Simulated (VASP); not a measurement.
```
MgF2
1.0
    4.43524     0.00000     0.00000
    0.00000     4.43524     0.00000
    0.00000     0.00000     2.95147
Mg F
2 4
Direct
  0.00000   0.00000   0.00000
  0.50000   0.50000   0.50000
  0.30138   0.30138   0.00000
  0.80138   0.19862   0.50000
  0.19862   0.80138   0.50000
  0.69862   0.69862   0.00000
```

Level of theory: PBE GGA, VASP's PBE PAW potentials (set 64) (plane waves; VASP 6.6.1). Numerical set-up: 620 eV cut-off, 5×5×8 Γ-centred mesh, Gaussian smearing of 0.050 eV, potentials Mg F.

Question: Estimate the energy per atom (σ→0), pressure, band gap (on the k-mesh) with the smallest direct gap where there is one.

Answer: 
```
Quantity                                      Value
-----------------------------------  --------------
band gap (on the k-mesh)                    7.94 eV
smallest direct gap (on the k-mesh)         7.94 eV
energy per atom (σ→0)                -5.167 eV/atom
pressure                                  19.90 GPa
```

Total energies compare only between runs with the same potentials, cut-off and functional.

The compound is MgF2 in the rutile structure. It was relaxed first under an external pressure of 20 GPa.
